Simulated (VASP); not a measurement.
Given:

```
W
1.0
   -1.57831     1.57831     1.57831
    1.57831    -1.57831     1.57831
    1.57831     1.57831    -1.57831
W
1
Direct
  0.00000   0.00000   0.00000
```

Level of theory: r2SCAN meta-GGA, VASP's PBE PAW potentials (set 64) (plane waves; VASP). Run with 500 eV cut-off, 16×16×16 Γ-centred mesh, first-order Methfessel-Paxton smearing of 0.10 eV, potentials W_sv.

Unless said otherwise, spin-orbit coupling is left out, though it shifts the bands of the heavy elements here.

Task: What does the run give for the energy per atom (σ→0), pressure, band gap (on the k-mesh) with the smallest direct gap where there is one?

Result: 
- band gap (on the k-mesh): none (metal, semimetal or under 0.01 eV)
- energy per atom (σ→0): -51.350 eV/atom
- pressure: 4.91 GPa

The compound is W in the bcc structure. It was relaxed first under an external pressure of 5 GPa.
